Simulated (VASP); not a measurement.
Input:

```yaml
crystal:
  lattice:
    - [1.55500, -2.69334, 0.00000]
    - [1.55500, 2.69334, 0.00000]
    - [0.00000, 0.00000, 4.98000]
  atoms:
    - { symbol: Al, position: [0.66667, 0.33333, 0.50000] }
    - { symbol: Al, position: [0.33333, 0.66667, 0.00000] }
    - { symbol: N, position: [0.66667, 0.33333, 0.88200] }
    - { symbol: N, position: [0.33333, 0.66667, 0.38200] }
```

All values below come from LDA (Ceperley-Alder, Perdew-Zunger), VASP's LDA PAW potentials (set 64) (plane waves; VASP). Run with 400 eV cut-off, 6×6×4 Γ-centred mesh, Fermi-Dirac smearing of 0.020 eV, potentials Al N.

### Question
Give the energies of bands 3 to 11 at the high-symmetry points, in eV from the valence-band maximum.

### Answer

```
band      Γ      M      K      A      L      H
----  -----  -----  -----  -----  -----  -----
3     -6.06  -5.51  -4.89  -3.34  -5.67  -4.90
4     -0.88  -4.21  -3.83  -3.34  -5.67  -4.90
5     -0.88  -3.39  -3.83  -0.56  -1.49  -3.93
6     -0.22  -2.12  -2.50  -0.56  -1.49  -3.93
7     -0.22  -1.81  -2.42  -0.56  -1.39  -0.81
8      0.00  -0.71  -2.42  -0.56  -1.39  -0.81
9      4.22   5.65   4.89   6.42   5.18   7.29
10     6.54   5.68   8.22   6.42   5.18   7.29
11    10.49   8.08   9.54  10.15   9.07   7.69
```

The gap is direct, 4.22 eV, from the valence maximum at Γ to the conduction minimum at Γ.

The structure is a typed AlN crystal. The cell was not relaxed at this level.
